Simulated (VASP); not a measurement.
A convergence study with VASP on Li2S (antifluorite): one setting is varied, all else stays as given below, so the limit is that of these other settings. Each run relaxes cell and ions from the cell shown. The basis is that of the starting cell, so low cut-offs carry a Pulay error.

```
Li2S
1.0
    0.00000     2.86000     2.86000
    2.86000     0.00000     2.86000
    2.86000     2.86000     0.00000
Li S
2 1
Direct
  0.25000   0.25000   0.25000
  0.75000   0.75000   0.75000
  0.00000   0.00000   0.00000
```

Level of theory: PBE GGA, VASP's PBE PAW potentials (set 64) (plane waves; VASP). The tightest run used: 800 eV cut-off, 6×6×6 Γ-centred mesh, Gaussian smearing of 0.050 eV, potentials Li_sv S.

Gaps are read on the run's mesh, which can miss a band edge.

Problem. The settings run are ENCUT = 250; ENCUT = 300; ENCUT = 350; ENCUT = 400; ENCUT = 450; ENCUT = 500; ENCUT = 550; ENCUT = 600; ENCUT = 650; ENCUT = 750; ENCUT = 800. From which on does the relaxed volume stay within 0.1 Å³/atom of the tightest run?

Solution. From ENCUT = 500 on: it is off by 0.022 there and by no more than 0.1 in any finer run, while ENCUT = 450 is off by 0.209.
```csv
setting,relaxed volume (Å³/atom),E (eV/atom),gap on the mesh (eV),plane waves,difference judged (Å³/atom)
ENCUT = 250,13.900,-5.1118,3.163,444,1.545
ENCUT = 300,13.790,-4.3713,3.218,568,1.655
ENCUT = 350,14.230,-4.0985,3.291,725,1.215
ENCUT = 400,14.849,-4.0238,3.350,869,0.596
ENCUT = 450,15.236,-4.0025,3.377,1020,0.209
ENCUT = 500,15.423,-3.9989,3.388,1243,0.022
ENCUT = 550,15.452,-3.9986,3.390,1382,0.007
ENCUT = 600,15.429,-3.9987,3.389,1588,0.016
ENCUT = 650,15.416,-3.9986,3.389,1807,0.029
ENCUT = 750,15.431,-3.9984,3.391,2202,0.014
ENCUT = 800,15.445,-3.9983,3.391,2450,0.000
```

Left out are rungs that failed or repeat a setting and relaxations that didn't move; long series are thinned to 24 rows.

The compound is Li2S in the antifluorite structure.
